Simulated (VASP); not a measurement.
Level of theory: PBE GGA with D4 dispersion, VASP's PBE PAW potentials (set 64) (plane waves; VASP 6.6.1).

A VASP calculation is set up with these files.

### INCAR
```
# general
SYSTEM  = Pd
PREC    = Accurate
ENCUT   = 520   # plane-wave cut-off (eV)
LREAL   = .False.
LASPH   = .True.   # aspherical one-centre terms

# electronic loop
EDIFF   = 1E-7   # SCF stop (eV)
NELM    = 100   # most electronic steps
ALGO    = Normal   # blocked Davidson
LMAXMIX = 4   # l cut-off of mixed one-centre charges

# smearing
ISMEAR  = -5   # tetrahedra, Bloechl

# functional
GGA     = PE
IVDW    = 13   # D4

# ions
ISIF    = 2   # forces and stress, cell fixed

# output
LWAVE   = .False.
LCHARG  = .True.
LORBIT  = 11   # lm-projected
NEDOS   = 601   # DOS grid
```

File POSCAR:
```
Pd
1.9528990
  0.0000000000   1.0000000890   1.0000000890
  1.0000000890   0.0000000000   1.0000000890
  1.0000000890   1.0000000890   0.0000000000
Pd
1
Direct
  0.0000000000   0.0000000000   0.0000000000
```

File KPOINTS:
```
Automatic mesh
0
Gamma
18 18 18
0 0 0
```

POTCAR, in this order: Pd (PBE.64 set). Program: vasp_std.

For a metal the tetrahedron method with Blöchl corrections gives inexact stress and forces.

Question: What does the run give for the energy per atom (σ→0), dispersion energy, band gap (on the k-mesh)?

Answer: 
- energy per atom (σ→0) = -5.699 eV/atom
- dispersion energy = -0.488 eV
- band gap (on the k-mesh) = none (metal, semimetal or under 0.01 eV)

**OSZICAR**
```
...
DAV:   6    -0.522607048865E+01    0.26320E+00   -0.12239E+00  3582   0.104E+01    0.370E+00
DAV:   7    -0.521510387928E+01    0.10967E-01   -0.92958E-03  3894   0.873E-01    0.194E+00
DAV:   8    -0.521133612845E+01    0.37678E-02   -0.11150E-03  3760   0.296E-01    0.628E-02
DAV:   9    -0.521132824894E+01    0.78795E-05   -0.15010E-05  4184   0.409E-02    0.125E-02
DAV:  10    -0.521133127838E+01   -0.30294E-05   -0.18411E-06  3975   0.147E-02    0.459E-03
DAV:  11    -0.521133103380E+01    0.24459E-06   -0.15690E-08  3128   0.128E-03    0.561E-04
DAV:  12    -0.521133103357E+01    0.22544E-09   -0.28095E-09  1878   0.634E-04
   1 F= -.56993120E+01 E0= -.56993120E+01  d E =0.000000E+00
```

The compound is Pd in the fcc structure. It was relaxed first.
